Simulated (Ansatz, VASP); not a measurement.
## Cross-check of LaMoP2N between VASP and Ansatz

Aim: how closely do two programs agree when they are given the same cell, functional and k mesh? The cell is invented: As first built, before any earlier steps moved the atoms (in the runner's words): it takes the LaMoN3 structure with some of its atoms replaced by other elements, volume scaled by an estimate. It may not be a known or stable phase. The cell is taken from a series of VASP runs on this material, whose earlier steps may have relaxed, scaled or displaced it; both programs get it as it stands.

Program: Ansatz 0.2.0. Level of theory: plane waves, with VASP 6.6.1 beside it; relaxation of cell and atoms at PBEsol. Results are calculated unless marked as measured.

### Step 1. The structure

It takes space group P1 (No. 1, triclinic). Conventional cell: a = 3.898 Å, b = 4.643 Å, c = 4.841 Å, α = 101.62°, β = 90.29°, γ = 90.00°. Nearest to La lie 2 N at 2.66 to 2.77 Å and 8 P at 3.00 to 3.26 Å. Nearest to Mo lie 2 N at 1.88 to 2.05 Å and 4 P at 2.37 to 2.49 Å. Nearest to P lie 1 P at 2.16 Å and 2 Mo at 2.37 to 2.45 Å and 4 La at 3.00 to 3.26 Å and 4 N at 3.15 to 3.17 Å. P has 1 P at 2.16 Å and 2 Mo at 2.45 to 2.49 Å and 3 N at 2.93 to 3.24 Å and 4 La at 3.05 to 3.23 Å nearest. N has 2 Mo at 1.88 to 2.05 Å and 2 La at 2.66 to 2.77 Å nearest. As first built, before any earlier steps moved the atoms (in the runner's words): sites of the LaMoN3 structure (space group 99) filled with other elements, volume scaled by an estimate. Farther neighbours and most contacts between anions are not listed.

Structure file:

```
La Mo P N
1.0
     4.81485    0.49959    0.02315
     0.46102    4.61992    0.00649
    -0.03812   -0.00161    3.89765
La Mo P N
1 1 2 1
Direct
  0.61070 0.53680 0.25043
  0.96021 0.96421 0.76721
  0.09547 0.44570 0.74613
  0.43583 0.06484 0.72525
  0.90765 0.98819 0.24484
```

### Step 2. VASP: relaxation of cell and atoms, PBEsol

The relaxed volume is the usual yardstick between codes: its relative difference is about their pressure difference at one cell divided by the bulk modulus.

Lines of VASP's logs that name or quote its potential files are left out, and so is its time.

The input, INCAR:

```
SYSTEM = LaMoP2N
PREC = Accurate
ENCUT = 520
EDIFF = 1E-06
NELM = 100
ISMEAR = 0
SIGMA = 0.05
LREAL = .FALSE.
ALGO = Normal
GGA = PS
NBANDS = 26
LORBIT = 11
LWAVE = .FALSE.
LCHARG = .FALSE.
KPAR = 2
IBRION = 2
NSW = 60
ISIF = 3
EDIFFG = -0.01
```

The input, POSCAR:

```
LaMoP2N
1.0
    4.8148504843      0.4995944202      0.0231541728
    0.4610181696      4.6199177609      0.0064853225
   -0.0381165070     -0.0016126788      3.8976510867
La Mo P N
1 1 2 1
Direct
    0.6107034184      0.5367998904      0.2504286813
    0.9602100926      0.9642062882      0.7672051884
    0.0954679843      0.4457007369      0.7461280049
    0.4358259115      0.0648408880      0.7252512437
    0.9076525933      0.9881931966      0.2448408817
```

The input, KPOINTS:

```
Automatic mesh
0
Gamma
4 4 5
0 0 0
```

PAW data sets: La, Mo_sv, P and N (PBE family, release 64).

On the command line:

```console
> mpirun -np 2 vasp_std
```

Numbers of over 12 decimals in the logs are rounded to 6 here.

Output:

```text
[banner, memory and clock lines left out]
running    2 mpi-ranks, on    1 nodes
 distrk:  each k-point on    1 cores,    2 groups
 distr:  one band on    1 cores,    1 groups

 POSCAR found type information on POSCAR LaMoP N
 POSCAR found :  4 types and       5 ions
|                                                                             |
|               ----> ADVICE to this user running VASP <----                  |
|                                                                             |
|     You enforced a specific xc type in the INCAR file but a different       |
|     [... a line on the potential file left out ...]
|     I HOPE YOU KNOW WHAT YOU ARE DOING!                                     |
|                                                                             |

 LDA part: xc-table for (Slater+PW92), standard interpolation
 POSCAR, INCAR and KPOINTS ok, starting setup
 FFT: planning ... GRIDC
 FFT: planning ... GRID_SOFT
 FFT: planning ... GRID
 WAVECAR not read
 entering main loop
       N       E                     dE             d eps       ncg     rms          rms(c)
DAV:   1     0.383318419661E+03    0.38332E+03   -0.18933E+04  2456   0.211E+03
DAV:   2     0.217826331803E+02   -0.36154E+03   -0.34838E+03  2480   0.393E+02
DAV:   3    -0.400946714187E+02   -0.61877E+02   -0.59471E+02  3458   0.162E+02
DAV:   4    -0.450202756099E+02   -0.49256E+01   -0.48902E+01  3758   0.455E+01
DAV:   5    -0.452847454105E+02   -0.26447E+00   -0.26395E+00  3528   0.791E+00    0.337E+01
DAV:   6    -0.427052040100E+02    0.25795E+01   -0.58746E+01  3040   0.362E+01    0.107E+01
DAV:   7    -0.413378030614E+02    0.13674E+01   -0.24658E+01  3688   0.299E+01    0.971E+00
DAV:   8    -0.412331282586E+02    0.10467E+00   -0.24377E+00  3584   0.112E+01    0.283E+00
DAV:   9    -0.411645701331E+02    0.68558E-01   -0.39327E-01  3664   0.325E+00    0.528E-01
DAV:  10    -0.411686046264E+02   -0.40345E-02   -0.50605E-02  3152   0.123E+00    0.366E-01
DAV:  11    -0.411682034977E+02    0.40113E-03   -0.55742E-03  3896   0.494E-01    0.151E-01
DAV:  12    -0.411682838765E+02   -0.80379E-04   -0.12718E-03  3296   0.210E-01    0.356E-02
DAV:  13    -0.411683210144E+02   -0.37138E-04   -0.18966E-04  3976   0.948E-02    0.234E-02
DAV:  14    -0.411683379256E+02   -0.16911E-04   -0.53994E-05  3504   0.412E-02    0.108E-02
DAV:  15    -0.411683419413E+02   -0.40157E-05   -0.15984E-05  4048   0.201E-02    0.635E-03
DAV:  16    -0.411683435044E+02   -0.15630E-05   -0.57980E-06  2992   0.113E-02    0.291E-03
DAV:  17    -0.411683436254E+02   -0.12104E-06   -0.15751E-06  2448   0.745E-03
   1 F= -.41168344E+02 E0= -.41167866E+02  d E =-.411683E+02
[... from here on, the cycles between the ionic steps are left out ...]
   2 F= -.41169520E+02 E0= -.41169086E+02  d E =-.117637E-02
   3 F= -.41169639E+02 E0= -.41169222E+02  d E =-.129584E-02
  14 F= -.41173622E+02 E0= -.41173232E+02  d E =-.789881E-03
  15 F= -.41173399E+02 E0= -.41172932E+02  d E =-.566821E-03
  16 F= -.41173687E+02 E0= -.41173279E+02  d E =-.854423E-03
  17 F= -.41173925E+02 E0= -.41173518E+02  d E =-.238250E-03
  18 F= -.41174095E+02 E0= -.41173689E+02  d E =-.408529E-03
  19 F= -.41174260E+02 E0= -.41173857E+02  d E =-.164981E-03
  20 F= -.41174311E+02 E0= -.41173909E+02  d E =-.215397E-03
  21 F= -.41174375E+02 E0= -.41173976E+02  d E =-.640078E-04
  22 F= -.41174375E+02 E0= -.41173976E+02  d E =-.643818E-04
  23 F= -.41174406E+02 E0= -.41174009E+02  d E =-.308598E-04
  24 F= -.41174407E+02 E0= -.41174009E+02  d E =-.315099E-04
 curvature:   0.24 expect dE= 0.698E-05 dE for cont linesearch  0.386E-07
 ZBRENT: accuracy reached
 trial: gam= 0.24289 g(F)=  0.201E-04 g(S)=  0.873E-05 ort =-0.620E-05 (trialstep = 0.861E+00)
 search vector abs. value=  0.401E-04
 bond charge predicted
       N       E                     dE             d eps       ncg     rms          rms(c)
DAV:   1    -0.411744237046E+02   -0.17006E-04   -0.40631E-03  2536   0.603E-01    0.304E-02
DAV:   2    -0.411744275060E+02   -0.38013E-05   -0.23632E-04  3460   0.117E-01    0.140E-02
DAV:   3    -0.411744223958E+02    0.51102E-05   -0.19881E-05  3672   0.338E-02    0.664E-03
DAV:   4    -0.411744217404E+02    0.65537E-06   -0.50241E-06  2688   0.149E-02
  25 F= -.41174422E+02 E0= -.41174024E+02  d E =-.149543E-04
 trial-energy change:   -0.000015  1 .order   -0.000015   -0.000024   -0.000007
 step:   1.2400(harm=  1.2400)  dis= 0.00067  next Energy=   -41.174424 (dE=-0.169E-04)
 reached required accuracy - stopping structural energy minimisation
```

OUTCAR, selected parts (step 2):

```text
ion  position               nearest neighbor table
   1  0.611  0.537  0.250-   5 2.66   3 3.00   3 3.03   4 3.05   4 3.12   4 3.17   4 3.23   3 3.26
                             3 3.26   2 3.42   2 3.43   2 3.48   2 3.49
   2  0.960  0.964  0.767-   5 1.88   5 2.05   3 2.37   4 2.45   3 2.45   4 2.49   1 3.42   1 3.43
                             1 3.48   1 3.49
   3  0.095  0.446  0.746-   4 2.16   2 2.37   2 2.45   1 3.00   1 3.03   1 3.26   1 3.26
   4  0.436  0.065  0.725-   3 2.16   2 2.45   2 2.49   1 3.05   1 3.12   1 3.17   1 3.23
   5  0.908  0.988  0.245-   2 1.88   2 2.05   1 2.66

  LATTYP: Found a triclinic cell.
 ALAT       =     5.9944305907
 B/A-ratio  =     0.7745302194
 C/A-ratio  =     0.6502432106
 COS(alpha) =     0.0000140729
 COS(beta)  =     0.0040375551
 COS(gamma) =     0.6118370978

 Subroutine GETGRP returns: Found  1 space group operations
 (whereof  1 operations were pure point group operations)

The static configuration has the point symmetry C_1 .

 Found     42 irreducible k-points:

   k-points           NKPTS =     42   k-points in BZ     NKDIM =     42   number of bands    NBANDS=     26

   dimension x,y,z NGX =    36 NGY =   36 NGZ =   30
   dimension x,y,z NGXF=    72 NGYF=   72 NGZF=   60

   ENCUT  =  520.0 eV  38.22 Ry    6.18 a.u.   9.00  8.63  7.25*2*pi/ulx,y,z

   NELECT =      40.0000    total number of electrons

 k-points in reciprocal lattice and weights: Automatic mesh
   0.00000000  0.00000000  0.00000000       0.013
   0.25000000  0.00000000  0.00000000       0.025
   0.50000000  0.00000000  0.00000000       0.013
   0.00000000  0.25000000  0.00000000       0.025
   0.25000000  0.25000000 -0.00000000       0.025
   0.50000000  0.25000000 -0.00000000       0.025
  -0.25000000  0.25000000  0.00000000       0.025
   0.00000000  0.50000000  0.00000000       0.013
   0.25000000  0.50000000  0.00000000       0.025
[...]
0.50000000 -0.25000000  0.40000000       0.025
  -0.25000000 -0.25000000  0.40000000       0.025

 average (electrostatic) potential at core
       1 -94.5597       2 -72.6924       3 -79.5176       4 -79.4752       5 -59.7182

 E-fermi :   9.1467

 k-point     1 :       0.0000    0.0000    0.0000
  band No.  band energies     occupation
    ...
     16       6.1006      2.00000
     17       6.8316      2.00000
     18       7.6705      2.00000
     19       7.8992      2.00000
     20       8.6231      2.00000
     21       9.2656      0.00077
     22       9.5237      0.00000
     23      10.3509      0.00000
     24      10.3908      0.00000
     25      11.1160      0.00000
    ...

 k-point     2 :       0.2500    0.0000    0.0000
  band No.  band energies     occupation
    ...
     16       6.0698      2.00000
     17       6.3425      2.00000
     18       7.1250      2.00000
     19       7.6889      2.00000
     20       8.8991      2.00000
     21       9.4721      0.00000
     22       9.8734      0.00000
     23      10.1154      0.00000
     24      10.8627      0.00000
     25      11.2006      0.00000
    ...

 k-point     3 :       0.5000    0.0000    0.0000
  band No.  band energies     occupation
    ...
     15       5.7284      2.00000
     16       6.0042      2.00000
     17       6.1627      2.00000
     18       6.6771      2.00000
     19       7.5579      2.00000
     20       9.2156      0.05141
     21       9.5245      0.00000
     22       9.9724      0.00000
     23      10.7323      0.00000
     24      11.0801      0.00000
    ...

  Total       -0.0019794      0.0209400      0.0149622      0.0057827      0.0037869      0.0007119
  in kB       -0.0368375      0.3897037      0.2784545      0.1076193      0.0704762      0.0132487
  external PRESSURE =       0.2104402 kB  Pullay stress =       0.0000000 kB

  energy-cutoff  :      520.00
  volume of cell :       86.09
      direct lattice vectors                 reciprocal lattice vectors
     4.778568160  0.534012624  0.021484144     0.211750513 -0.022300829  0.002079080
     0.488496267  4.638601416  0.002560488    -0.024378726  0.218149552  0.000036783
    -0.039116711 -0.005034036  3.929968463    -0.001141703 -0.000020218  0.254443578

 POSITION                                       TOTAL-FORCE (eV/Angst)
 -----------------------------------------------------------------------------------
      3.13839      2.82644      1.00716        -0.001409      0.008511     -0.000544
      5.02831      4.98108      3.08723         0.002034     -0.000951     -0.004110
      0.62391      2.11237      2.92470        -0.001540     -0.006974      0.001923
      2.09427      0.52915      2.80692        -0.003641     -0.003563      0.003120
      4.85636      5.05910      0.99029         0.004556      0.002978     -0.000389
 -----------------------------------------------------------------------------------
    total drift:                               -0.001904      0.001809     -0.000476

  FREE ENERGIE OF THE ION-ELECTRON SYSTEM (eV)
  ---------------------------------------------------
  free  energy   TOTEN  =       -41.1744217404 eV

  energy  without entropy=      -41.1736260573  energy(sigma->0) =      -41.17402390

 reached required accuracy - stopping structural energy minimisation

 total charge
# of ion       s       p       d       f       tot
--------------------------------------------------
    1        2.019   5.634   0.675   0.210   8.538
    2        2.341   6.267   4.071   0.000  12.678
    3        1.022   1.505   0.000   0.000   2.527
    4        1.028   1.491   0.000   0.000   2.519
    5        1.287   2.365   0.000   0.000   3.652
--------------------------------------------------
tot          7.697  17.262   4.745   0.210  29.914

[... 3 further parts left out ...]
```

CONTCAR:

```
LaMoP2N
   1.00000000000000
     4.7785681596980769    0.5340126240776544    0.0214841439764011
     0.4884962673312044    4.6386014157258666    0.0025604883836667
    -0.0391167113860989   -0.0050340362029405    3.9299684630173872
  La              Mo              P               N
     1     1     2     1
Direct
     0.6036173453549509    0.5401136468474188    0.2526252738412583
     0.9600844272542912    0.9641506312356273    0.7796840894550060
     0.0910866906123660    0.4457106121957541    0.7434151373310142
     0.4374971824528718    0.0644818802589943    0.7118021888906064
     0.9175743544255182    0.9852842295622081    0.2463273104821160
```

This run has no spin polarisation, so a moment on Mo, if there is one, isn't seen.

(Continued in part 2 of 2.)

[Lines on the potential files, build, host, timing and source positions are cut from VASP's logs without a mark.]

[Logs are printed without paths, hosts, clocks, repeated set-up lines and the standing remarks that a program may print on its own settings, such as how far it seeks lower states.]

[Hosts, paths, dates, database ids (printed as entryN), source tags and the programs' standing remarks are cut or masked in the printed files.]
